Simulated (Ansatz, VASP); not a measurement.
## One calculation of AlSn, two programs

INCAR

```
ALGO = Normal
EDIFF = 1E-8
ENCUT = 520
GGA = PS
ISIF = 2
ISMEAR = -1
LASPH = T
LCHARG = F
LEFG = T
LREAL = F
LWAVE = F
NBANDS = 16
NELM = 80
PREC = Accurate
SIGMA = 0.05
```

Contents of KPOINTS:

```
k-points
0
Gamma
  11 11 12
```

The input POSCAR:

```
AlSn
1.0
    4.2533501827      0.0000000000      0.0000000000
   -2.1266750914      3.6835093094      0.0000000000
    0.0000000000      0.0000000000      3.3503631350
Al Sn
1 1
Direct
    0.0000000000      0.0000000000      0.0000000000
    0.3333333333      0.6666666667      0.5000000000
```

Input for Ansatz:

```yaml
crystal:
  lattice:
    - [4.2533501827, 0.0, 0.0]
    - [-2.1266750914, 3.6835093094, 0.0]
    - [0.0, 0.0, 3.350363135]
  atoms:
    - { symbol: Al, position: [0.0, 0.0, 0.0] }
    - { symbol: Sn, position: [0.3333333333, 0.6666666667, 0.5] }
kpoints:
  mp_grid: { grid: [11, 11, 12] }
scf:
  occupations: { method: fermi_dirac, width: 0.05 }
hamiltonian:
  xc: pbesol
  pseudopotentials: { kind: paw }
output:
  forces: true
  stress: true
  eigenvalues: true
  efg: { contact_densities: true }
```

Change from the starting cell: volume scaled by 1.04, PAW files.

Alike in both runs: task electric field gradients; functional PBEsol; k mesh 11 × 11 × 12; occupations fermi-dirac, width 0.05 eV; no spin polarisation.

|  | VASP | Ansatz |
| --- | --- | --- |
| version | VASP 6.6.1 | Ansatz 0.2.0 |
| potentials or method | VASP PAW PBE potentials, release 64 (Al, Sn_d) | PAW with Ansatz's default frozen-core files, scalar-relativistic |
| plane-wave cutoff (eV) | 520 | 420 |
| valence electrons in the cell | 17 | 17 |

```tsv
	VASP	Ansatz	Ansatz less VASP
pressure (GPa)	-3.7	-3.6	+0.03
largest component of the traceless stress (GPa)	1.03	1.02	-0.008
Vzz of the field gradient on the site that differs most (V/Å²)	64.8	67.4	+2.62
```

The functional is the same, so the differences come from potentials, cutoffs and numerics. Ansatz warned: «gradients_without_spin_orbit».

Caveats: the PAW data sets were made with another functional, which shifts forces and pressure a little (VASP).
